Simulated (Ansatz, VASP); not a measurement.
# SOF2 (SOF2 (P2_1/c)): VASP beside Ansatz

Wanted: the spread between two codes on one cell, functional and k mesh. The structure shown is the start of the Ansatz relaxation below; VASP solves that cell, so the two are compared at the walk's first step.

Main program and level: Ansatz 0.2.0; plane waves, with VASP 6.6.1 beside it; single point at PBEsol.

## 1. The structure

It takes space group P2_1/c (No. 14, monoclinic). The conventional cell has a = 5.187 Å, b = 6.842 Å, c = 14.166 Å, α = 90.00°, β = 97.66°, γ = 90.00°. Nearest to S lie 1 O at 1.42 Å and 2 F at 1.60 Å. S has 1 O at 1.42 Å and 2 F at 1.60 to 1.61 Å nearest. Nearest to O lie 1 S at 1.42 Å. Nearest to F lie 1 S at 1.60 Å. F has 1 S at 1.60 Å nearest. Farther neighbours and most contacts between anions are not listed.

## 2. Ansatz: relaxation, PBEsol

Ansatz runs on its default PAW (the set named soft_2) files.

The two programs are compared at the cell with which this relaxation starts, whose forces are those of its first step.

The input, input.yaml:

```yaml
crystal:
  lattice:
    - [5.1870282, 0.0, 0.0]
    - [0.0, 6.8417339, 0.0]
    - [-1.8872167, 0.0, 14.0394457]
  atoms:
    - { symbol: S, position: [0.46434911, 0.77215806, 0.64974786] }
    - { symbol: S, position: [0.53565089, 0.27215806, 0.85025214] }
    - { symbol: S, position: [0.53565089, 0.22784194, 0.35025214] }
    - { symbol: S, position: [0.46434911, 0.72784194, 0.14974786] }
    - { symbol: S, position: [0.04653121, 0.83779293, 0.86292762] }
    - { symbol: S, position: [0.95346879, 0.33779293, 0.63707238] }
    - { symbol: S, position: [0.95346879, 0.16220707, 0.13707238] }
    - { symbol: S, position: [0.04653121, 0.66220707, 0.36292762] }
    - { symbol: O, position: [0.02832263, 0.03449386, 0.82986246] }
    - { symbol: O, position: [0.5059917, 0.80070461, 0.75024073] }
    - { symbol: O, position: [0.4940083, 0.30070461, 0.74975927] }
    - { symbol: O, position: [0.4940083, 0.19929539, 0.24975927] }
    - { symbol: O, position: [0.5059917, 0.69929539, 0.25024073] }
    - { symbol: O, position: [0.97167737, 0.53449386, 0.67013754] }
    - { symbol: O, position: [0.97167737, 0.96550614, 0.17013754] }
    - { symbol: O, position: [0.02832263, 0.46550614, 0.32986246] }
    - { symbol: F, position: [0.22380868, 0.58914173, 0.11182963] }
    - { symbol: F, position: [0.77619132, 0.08914173, 0.38817037] }
    - { symbol: F, position: [0.77619132, 0.41085827, 0.88817037] }
    - { symbol: F, position: [0.66936111, 0.91241005, 0.60800899] }
    - { symbol: F, position: [0.22380868, 0.91085827, 0.61182963] }
    - { symbol: F, position: [0.66936111, 0.58758995, 0.10800899] }
    - { symbol: F, position: [0.33063889, 0.08758995, 0.39199101] }
    - { symbol: F, position: [0.33063889, 0.41241005, 0.89199101] }
    - { symbol: F, position: [0.86082689, 0.67416661, 0.44447162] }
    - { symbol: F, position: [0.13917311, 0.17416661, 0.05552838] }
    - { symbol: F, position: [0.13917311, 0.32583339, 0.55552838] }
    - { symbol: F, position: [0.86082689, 0.82583339, 0.94447162] }
    - { symbol: F, position: [0.30561529, 0.66848385, 0.43908077] }
    - { symbol: F, position: [0.69438471, 0.16848385, 0.06091923] }
    - { symbol: F, position: [0.69438471, 0.33151615, 0.56091923] }
    - { symbol: F, position: [0.30561529, 0.83151615, 0.93908077] }
basis:
  ecutwfc: 420
  xc_grid: 2
hamiltonian:
  xc: pbesol
kpoints:
  mp_grid: { grid: [5, 4, 2] }
scf:
  occupations: { method: fermi_dirac, width: 0.01 }
  max_iter: 150
output:
  forces: true
  stress: true
relax:
  f_tol: 0.01
  max_steps: 60
  cell: {}
checkpoint:
  write: "../pbesol.run"
  compress: false
  write_wavefunctions: false
  write_every: 100000
```

Started as:

```
> ansatz run input.yaml --threads 4 --pin off --max-ram 6594MiB --backend cpu --events-out ev --progress --plain --runs-dir out
```

Numbers of over 12 decimals in the logs are rounded to 6 here.

What it wrote:

```text
Engine: ansatz 0.2.0, x86_64-unknown-linux-gnu
Pseudopotentials: kind: paw
Pseudopotential: S, paw, valence charge 6, recommended cutoff 420 eV (normal), S.paw.azcp
Pseudopotential: O, paw, valence charge 6, recommended cutoff 420 eV (normal), O.paw.azcp
Pseudopotential: F, paw, valence charge 7, recommended cutoff 420 eV (normal), F.paw.azcp
Functional definition: PBEsol
  exchange = pbesol_x
  correlation = pbesol_c
Crystal: 32 atoms, lattice volume = 498.236 Å³
Basis set: ecut = 420 eV, 9769 PW (Γ), exchange–correlation on 72×96×192 points (8 copies of the dense FFT grid, shifted against one another)
Bands: 136, of which v1, the nominal top of the filled ones, is band 104 counted from 1 (103 counted from 0)
Symmetry: 4 space group operations
Space group: P21/c (ITA 14), of the structure as read, at distance tolerance 7.9e-5 Å
k-points: 18 of 40
Non-local potential: S, projectors of the file, l = 0: 2, l = 1: 2, l = 2: 2
Non-local potential: O, projectors of the file, l = 0: 2, l = 1: 2, l = 2: 1
Non-local potential: F, projectors of the file, l = 0: 2, l = 1: 2, l = 2: 1
PAW form: soft (Blöchl's): semilocal exchange-correlation on the pseudo side does not see the compensation charge
PAW frozen core: S, regenerated for the run's functional, and the local potential with it (the file was generated under x = pbe(κ = 0.804, μ = 0.219515), c = pbe(β = 0.066725))
PAW frozen core: O, regenerated for the run's functional, and the local potential with it (the file was generated under x = pbe(κ = 0.804, μ = 0.219515), c = pbe(β = 0.066725))
PAW frozen core: F, regenerated for the run's functional, and the local potential with it (the file was generated under x = pbe(κ = 0.804, μ = 0.219515), c = pbe(β = 0.066725))
PAW one-centre angular grid: S, 110 points (default); XC on 64 Gauss nodes
PAW one-centre angular grid: O, 110 points (default); XC on 64 Gauss nodes
PAW one-centre angular grid: F, 110 points (default); XC on 64 Gauss nodes
Initial density: superposition of atomic densities (neutral atoms: chi_scale 0, normalization atom), corrected by the library's trained network
Initial wavefunctions: pseudopotential atomic-orbital guess
Functional: x = pbesol(κ = 0.804, μ = 0.123457), c = pbesol(β = 0.046)
SCF iter   1: F=—  HF=-24358.932600 eV  |F-HF|=—  |Δ(HF+E_count)|=         —  Δρ=1.17e-2  dr2=4.40e-1  ethr=1.77e-3  ⟨swp⟩=7.1  Hψ=11270  notcnv=0  defer=118
preconditioner: auto → Resta (q_TF=auto, 2.359 Å⁻¹)  ε∞=3.2  [insulator: Δε(μ)=5.131 eV  Ē_g=16.361 eV  σ=0.010 eV  W_gap=1.00  n_scr=108 (ndim 8)  ℏωp=24.0 eV  f_vac=0.183  D(μ)=0.00/eV (n_scr^D=0)  ε∞_Penn≈3.2]
SCF iter   2: F=—  HF=-24358.798928 eV  |F-HF|=—  |Δ(HF+E_count)|=   1.34e-1  Δρ=2.68e-3  dr2=1.81e-2  ethr=2.11e-4  ⟨swp⟩=3.0  Hψ=4324  notcnv=0  defer=470
SCF iter   3: F=—  HF=-24358.805147 eV  |F-HF|=—  |Δ(HF+E_count)|=   6.22e-3  Δρ=1.17e-3  dr2=4.45e-3  ethr=8.70e-6  ⟨swp⟩=2.0  Hψ=3591  notcnv=0  defer=470
SCF iter   4: F=—  HF=-24358.808451 eV  |F-HF|=—  |Δ(HF+E_count)|=   3.30e-3  Δρ=5.12e-4  dr2=1.08e-3  ethr=2.14e-6  ⟨swp⟩=2.1  Hψ=3231  notcnv=0  defer=470
SCF iter   5: F=—  HF=-24358.808413 eV  |F-HF|=—  |Δ(HF+E_count)|=   3.76e-5  Δρ=1.45e-4  dr2=1.11e-4  ethr=5.19e-7  ⟨swp⟩=2.0  Hψ=3580  notcnv=0  defer=470
SCF iter   6: F=—  HF=-24358.808473 eV  |F-HF|=—  |Δ(HF+E_count)|=   5.94e-5  Δρ=3.95e-5  dr2=1.19e-5  ethr=5.35e-8  ⟨swp⟩=2.0  Hψ=3005  notcnv=0  defer=470
SCF iter   7: F=—  HF=-24358.808092 eV  |F-HF|=—  |Δ(HF+E_count)|=   3.81e-4  Δρ=1.92e-5  dr2=1.50e-6  ethr=5.73e-9  ⟨swp⟩=2.0  Hψ=3802  notcnv=0  defer=470
SCF iter   8: F=—  HF=-24358.808093 eV  |F-HF|=—  |Δ(HF+E_count)|=   1.35e-6  Δρ=1.72e-5  dr2=9.84e-7  ethr=7.22e-10  ⟨swp⟩=2.0  Hψ=3850  notcnv=0  defer=470
SCF iter   9: F=-24358.808093 eV  HF=-24358.808093 eV  |F-HF|=1.54e-8  |Δ(HF+E_count)|=   9.88e-8  Δρ=2.20e-6  dr2=2.05e-8  ethr=4.81e-11  ⟨swp⟩=3.0  Hψ=9075  notcnv=0
SCF 1 converged in 9 iterations: F = -24358.808093 eV  dr2 = 2.05e-8
  greatest PAW one-centre occupation: 0.936 electrons in one spin orbital (limit 2), on the F atom at site 27 (counted from 0), in its partial waves of l = 0
relax step   1: F+E_penalty+E_count = -24358.80809303 eV  Δ(F+E_penalty+E_count) = +0.000e0 eV  max|allowed force component| = 1.010e0 eV/Å  Δτ_max = 0.0000 Å  P = +2.651 GPa  Ω = 498.236 Å³  (9 SCF iters, dr2 threshold 1.00e-7 eV, accepted)
[...]
relax step  32: F+E_penalty+E_count = -24359.11811537 eV  Δ(F+E_penalty+E_count) = -1.162e-4 eV  max|allowed force component| = 8.493e-3 eV/Å  Δτ_max = 0.0009 Å  P = +0.006 GPa  Ω = 610.466 Å³  energy of the carried Pulay correction = -1.690e-2 eV  (6 SCF iters, dr2 threshold 9.17e-9 eV, accepted)
[...]
relax step  33: F+E_penalty+E_count = -24359.13635532 eV  Δ(F+E_penalty+E_count) = -1.824e-2 eV  max|allowed force component| = 9.124e-3 eV/Å  Δτ_max = 0.0000 Å  P = +0.021 GPa  Ω = 610.466 Å³  stress off target by 4.60e-2 GPa  SCF on the basis re-selected at this cell (its energy is not comparable with the rows above)  (7 SCF iters)
basis re-selected at this cell: Δ(F+E_penalty+E_count) = -1.824e-2 eV, ΔP = +0.015 GPa vs the last step (what re-selecting the basis moved, of the pressure what is left beyond the Pulay correction that the steps carried, after the strain that the cell walked since its last selection, with what the two solves' SCF thresholds leave and, on support functions, any second-order correction that the steps lacked; it is no m [...]
SCF converged after 7 iterations
Free energy (F): -24359.136355 eV
Harris-Foulkes:  -24359.136355 eV  (|F-HF|=4.37e-11)
Internal energy: -24359.136355 eV  (E = F + TS)
E sigma→0 (E₀):  -24359.136355 eV
Fermi energy:    1.125589 eV
--- Per-component energies (eV) ---
  E_band       = -2018.841939
  E_kinetic    = 5546.304835
  E_local      = -19115.882578  (includes V_loc(G=0)·N_el)
  E_nonlocal   = 1797.110305
  E_hartree    = 7084.704343
  E_xc         = -2586.439672
  E_vxc        = -3037.499133  (∫ρ·V_xc dr)
  E_paw        = -8988.180535  (= ΣΔE_a)
  E_vpaw       = -1378.335707  (= ΣTr[D̂ρ^β])
  E_aug_tail   = 0.051437  (compensation charges beyond the density's cutoff)
  E_ewald      = -8098.261469
  E_core_change = 1.456980  (= ΣΔE_core)
  E_smearing   = -0.000000  (= −TS)
  E_closure    = -0.000000  (closes the sum)
  Σ components = -24359.136355   (vs F -24359.136355, Δ=0.00e0)
--- Forces (eV/Å), atoms counted from 1 ---
  atom   1  S     -0.00089148    -0.00077888    -0.00847518
  atom   2  S      0.00089148    -0.00077888     0.00847518
  atom   3  S      0.00089148     0.00077888     0.00847518
  atom   4  S     -0.00089148     0.00077888    -0.00847518
  atom   5  S     -0.00007572    -0.00306228     0.00103921
  atom   6  S      0.00007572    -0.00306228    -0.00103921
  atom   7  S      0.00007572     0.00306228    -0.00103921
  atom   8  S     -0.00007572     0.00306228     0.00103921
  atom   9  O      0.00042699     0.00363581    -0.00170272
  atom  10  O      0.00043215     0.00083163     0.00912417
  atom  11  O     -0.00043215     0.00083163    -0.00912417
  atom  12  O     -0.00043215    -0.00083163    -0.00912417
  atom  13  O      0.00043215    -0.00083163     0.00912417
  atom  14  O     -0.00042699     0.00363581     0.00170272
  atom  15  O     -0.00042699    -0.00363581     0.00170272
  atom  16  O      0.00042699    -0.00363581    -0.00170272
  atom  17  F      0.00014040     0.00009351    -0.00044000
  atom  18  F     -0.00014040     0.00009351     0.00044000
  atom  19  F     -0.00014040    -0.00009351     0.00044000
  atom  20  F      0.00027965     0.00025096    -0.00003467
  atom  21  F      0.00014040    -0.00009351    -0.00044000
  atom  22  F      0.00027965    -0.00025096    -0.00003467
  atom  23  F     -0.00027965    -0.00025096     0.00003467
  atom  24  F     -0.00027965     0.00025096     0.00003467
  atom  25  F     -0.00026933     0.00073217     0.00057504
  atom  26  F      0.00026933     0.00073217    -0.00057504
  atom  27  F      0.00026933    -0.00073217    -0.00057504
  atom  28  F     -0.00026933    -0.00073217     0.00057504
  atom  29  F     -0.00007935    -0.00000782    -0.00002121
  atom  30  F      0.00007935    -0.00000782     0.00002121
  atom  31  F      0.00007935     0.00000782     0.00002121
  atom  32  F     -0.00007935     0.00000782    -0.00002121
  max |Σ_I F_I| component: 1.63e-18 eV/Å
--- Stress (GPa, compression-positive) ---
       -0.019713       0.000000      -0.008240
        0.000000       0.038559       0.000000
       -0.008240       0.000000       0.045015
  P = ⅓ Tr σ = 0.0213 GPa (0.213 kbar)
--- Relaxed structure (27 steps of the walk, 23 accepted, 6 SCFs on fresh bases) ---
  F+E_penalty+E_count = -24359.13635532 eV   max|allowed force component| = 9.124e-3 eV/Å   (the final SCF, on the basis selected at the relaxed cell)
  cell:  # Å, volume = 610.4665 Å³
    - [5.375268, 0.0, -0.052778]
    - [0.0, 7.412840, 0.0]
    - [-2.098557, 0.0, 15.341250]
  atoms:
    - { symbol: S, position: [0.459835, 0.766901, 0.654926] }
    - { symbol: S, position: [0.540165, 0.266901, 0.845074] }
    - { symbol: S, position: [0.540165, 0.233099, 0.345074] }
    - { symbol: S, position: [0.459835, 0.733099, 0.154926] }
    - { symbol: S, position: [0.049436, 0.839668, 0.860809] }
    - { symbol: S, position: [0.950564, 0.339668, 0.639191] }
    - { symbol: S, position: [0.950564, 0.160332, 0.139191] }
    - { symbol: S, position: [0.049436, 0.660332, 0.360809] }
    - { symbol: O, position: [0.037778, 0.024929, 0.833032] }
    - { symbol: O, position: [0.502668, 0.793602, 0.747892] }
    - { symbol: O, position: [0.497332, 0.293602, 0.752108] }
    - { symbol: O, position: [0.497332, 0.206398, 0.252108] }
    - { symbol: O, position: [0.502668, 0.706398, 0.247892] }
    - { symbol: O, position: [0.962222, 0.524929, 0.666968] }
    - { symbol: O, position: [0.962222, 0.975071, 0.166968] }
    - { symbol: O, position: [0.037778, 0.475071, 0.333032] }
    - { symbol: F, position: [0.225768, 0.605154, 0.118960] }
    - { symbol: F, position: [0.774232, 0.105154, 0.381040] }
    - { symbol: F, position: [0.774232, 0.394846, 0.881040] }
    - { symbol: F, position: [0.659429, 0.894761, 0.616541] }
    - { symbol: F, position: [0.225768, 0.894846, 0.618960] }
    - { symbol: F, position: [0.659429, 0.605239, 0.116541] }
    - { symbol: F, position: [0.340571, 0.105239, 0.383459] }
    - { symbol: F, position: [0.340571, 0.394761, 0.883459] }
    - { symbol: F, position: [0.862150, 0.675694, 0.432556] }
    - { symbol: F, position: [0.137850, 0.175694, 0.067444] }
    - { symbol: F, position: [0.137850, 0.324306, 0.567444] }
    - { symbol: F, position: [0.862150, 0.824306, 0.932556] }
    - { symbol: F, position: [0.297002, 0.675000, 0.433036] }
    - { symbol: F, position: [0.702998, 0.175000, 0.066964] }
    - { symbol: F, position: [0.702998, 0.325000, 0.566964] }
    - { symbol: F, position: [0.297002, 0.825000, 0.933036] }
```

(Part 1 of 2 ends here.)

[Lines on the potential files, build, host, timing and source positions are cut from VASP's logs without a mark.]

[Logs are printed without paths, hosts, clocks, repeated set-up lines and the standing remarks that a program may print on its own settings, such as how far it seeks lower states.]

[Hosts, paths, dates, database ids (printed as entryN), source tags and the programs' standing remarks are cut or masked in the printed files.]
